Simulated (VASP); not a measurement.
An input for Quantum ESPRESSO's pw.x (written as the equivalent of a VASP run, and not itself run):

```
&CONTROL
  calculation = 'scf'
  pseudo_dir = './pseudo'
  outdir = './out'
  tprnfor = .true.
  tstress = .true.
/
&SYSTEM
  ibrav = 0
  nat = 2
  ntyp = 2
  ecutwfc = 62
  occupations = 'smearing'
  smearing = 'gaussian'
  degauss = 0.003675
  input_dft = 'pz'
/
&ELECTRONS
  conv_thr = 7.3e-09
  electron_maxstep = 100
/
ATOMIC_SPECIES
  Tl 204.380 Tl.upf
  Cl 35.450 Cl.upf
CELL_PARAMETERS angstrom
     3.7321228    0.0000000    0.0000000
     0.0000000    3.7321228    0.0000000
     0.0000000    0.0000000    3.7321228
ATOMIC_POSITIONS crystal
  Tl   0.0000000  0.0000000  0.0000000
  Cl   0.5000000  0.5000000  0.5000000
K_POINTS automatic
  7 7 7 0 0 0
```

Q: Write the VASP files for the same calculation (LDA).

A: Several could match; the one computed here: 
### KPOINTS
```
Automatic mesh
0
Gamma
7 7 7
0 0 0
```

### POSCAR
```
TlCl
1
    3.7321227975     0.0000000000     0.0000000000
    0.0000000000     3.7321227975     0.0000000000
    0.0000000000     0.0000000000     3.7321227975
Tl Cl
1 1
Direct
  0.0000000000   0.0000000000   0.0000000000
  0.5000000000   0.5000000000   0.5000000000
```

### INCAR
```
ALGO = Normal
EDIFF = 1E-7
ENCUT = 520
ISIF = 2
ISMEAR = 0
LASPH = .TRUE.
LCHARG = .FALSE.
LMAXMIX = 4
LREAL = .FALSE.
LWAVE = .FALSE.
NELM = 100
PREC = Accurate
SIGMA = 0.05
SYSTEM = TlCl
```

POTCAR, in this order: Tl_d Cl (LDA.64 set). Program: vasp_std.

Limits of the translation: the potentials are each code's own (VASP's PAW set, PseudoDojo norm-conserving files in pw.x), so ENCUT and ecutwfc are chosen apart and not converted; conv_thr bounds pw.x's estimated SCF error, while EDIFF bounds the energy change between steps.

The compound is TlCl in the CsCl type structure. This cell is one point of a volume scan, at 1.03 of the reference volume.
